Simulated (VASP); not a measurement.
An input for Quantum ESPRESSO's pw.x (written as the equivalent of a VASP run, and not itself run):

```
&CONTROL
  calculation = 'vc-relax'
  pseudo_dir = './pseudo'
  outdir = './out'
  tprnfor = .true.
  tstress = .true.
  nstep = 40
  forc_conv_thr = 0.00078
/
&SYSTEM
  ibrav = 0
  nat = 8
  ntyp = 2
  ecutwfc = 90
  occupations = 'smearing'
  smearing = 'gaussian'
  degauss = 0.003675
  input_dft = 'pbesol'
/
&ELECTRONS
  conv_thr = 7.3e-08
  electron_maxstep = 100
/
&IONS
/
&CELL
/
ATOMIC_SPECIES
  Fe 55.845 Fe.upf
  Si 28.085 Si.upf
CELL_PARAMETERS angstrom
     4.4045633    0.0000000   -0.0000000
     0.0000000    4.4045633    0.0000000
    -0.0000000    0.0000000    4.4045633
ATOMIC_POSITIONS crystal
  Fe   0.8627417  0.6372583  0.3627417
  Fe   0.3627417  0.8627417  0.6372583
  Fe   0.1372583  0.1372583  0.1372583
  Fe   0.6372583  0.3627417  0.8627417
  Si   0.1588932  0.3411068  0.6588932
  Si   0.6588932  0.1588932  0.3411068
  Si   0.8411068  0.8411068  0.8411068
  Si   0.3411068  0.6588932  0.1588932
K_POINTS automatic
  5 5 5 0 0 0
```

Write the VASP files for the same calculation (PBEsol).

One answer among several that fit: 
File KPOINTS:
```
K-points
0
G
 5 5 5
0 0 0
```

File POSCAR:
```
FeSi
1
    4.4045632652     0.0000000000    -0.0000000000
    0.0000000000     4.4045632652     0.0000000000
   -0.0000000000     0.0000000000     4.4045632652
Fe Si
4 4
Direct
  0.8627417099   0.6372582901   0.3627417099
  0.3627417099   0.8627417099   0.6372582901
  0.1372582901   0.1372582901   0.1372582901
  0.6372582901   0.3627417099   0.8627417099
  0.1588931696   0.3411068304   0.6588931696
  0.6588931696   0.1588931696   0.3411068304
  0.8411068304   0.8411068304   0.8411068304
  0.3411068304   0.6588931696   0.1588931696
```

INCAR:
```
ISMEAR=0
LASPH=.True.   # aspherical one-centre terms
PREC=Accurate
IBRION=2   # conjugate gradients
NSW=40
EDIFF=1E-6   # SCF stop (eV)
SYSTEM=FeSi
LWAVE=.False.
ENCUT=500   # plane-wave cut-off (eV)
GGA=PS   # PBEsol
ISIF=3   # ions, shape and volume
LCHARG=.False.
NELM=100   # most electronic steps
LREAL=.False.   # projection in real space or not
SIGMA=0.05   # width (eV)
ALGO=Normal   # blocked Davidson
LMAXMIX=4   # l cut-off of mixed one-centre charges
EDIFFG=-0.02
```

POTCAR, in this order: Fe Si (PBE.64 set). Program: vasp_std.

Limits of the translation: the potentials are each code's own (VASP's PAW set, PseudoDojo norm-conserving files in pw.x), so ENCUT and ecutwfc are chosen apart and not converted; conv_thr bounds pw.x's estimated SCF error, while EDIFF bounds the energy change between steps; forc_conv_thr acts on force components and is met together with etot_conv_thr.

The compound is FeSi in the B20 structure. It was relaxed first, which changed the volume by -6 %.
